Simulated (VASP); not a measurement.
Here is the system:

```
CELL_PARAMETERS angstrom
      5.83475     0.00000     0.00000
      0.00000     5.83475     0.00000
      0.00000     0.00000     8.51035
ATOMIC_POSITIONS crystal
  Rb 0.00000 0.50000 0.25000
  Rb 0.00000 0.50000 0.75000
  Rb 0.50000 0.00000 0.25000
  Rb 0.50000 0.00000 0.75000
  H  0.50000 0.50000 0.30637
  H  0.50000 0.50000 0.69363
  H  0.00000 0.00000 0.80637
  H  0.00000 0.00000 0.19363
  H  0.30024 0.69976 0.50000
  H  0.69976 0.30024 0.50000
  H  0.80024 0.80024 0.00000
  H  0.19976 0.19976 0.00000
  Pd 0.50000 0.50000 0.50000
  Pd 0.00000 0.00000 0.00000
```

Computed with r2SCAN meta-GGA, VASP's PBE PAW potentials (set 64) (plane waves; VASP). Numerical set-up: LREAL = Auto, 400 eV cut-off, 5×5×3 Γ-centred mesh, tetrahedra with Blöchl corrections, potentials Rb_sv H Pd.

The cores are frozen, which limits the accuracy of field gradients.

**Question.** Give the principal components of the electric field gradient (V/Å²) and the asymmetry η at each nucleus.

**Answer.** 
| atom | Vxx | Vyy | Vzz | η |
|---|---|---|---|---|
| Rb1 | -8.5 | -8.5 | 17.0 | 0.00 |
| Rb2 | -8.5 | -8.5 | 17.0 | 0.00 |
| Rb3 | -8.5 | -8.5 | 17.0 | 0.00 |
| Rb4 | -8.5 | -8.5 | 17.0 | 0.00 |
| H5 | -5.2 | -4.6 | 9.8 | 0.06 |
| H6 | -5.2 | -4.6 | 9.8 | 0.06 |
| H7 | -5.2 | -4.6 | 9.8 | 0.06 |
| H8 | -5.2 | -4.6 | 9.8 | 0.06 |
| H9 | -5.2 | -4.6 | 9.8 | 0.06 |
| H10 | -5.2 | -4.6 | 9.8 | 0.06 |
| H11 | -5.2 | -4.6 | 9.8 | 0.06 |
| H12 | -5.2 | -4.6 | 9.8 | 0.06 |
| Pd13 | -132.0 | -129.7 | 261.7 | 0.01 |
| Pd14 | -132.0 | -129.7 | 261.7 | 0.01 |

The structure comes from a computed database's Rb2H4Pd entry (P4_2/mnm); how it stands against other phases isn't given here. It was relaxed first.
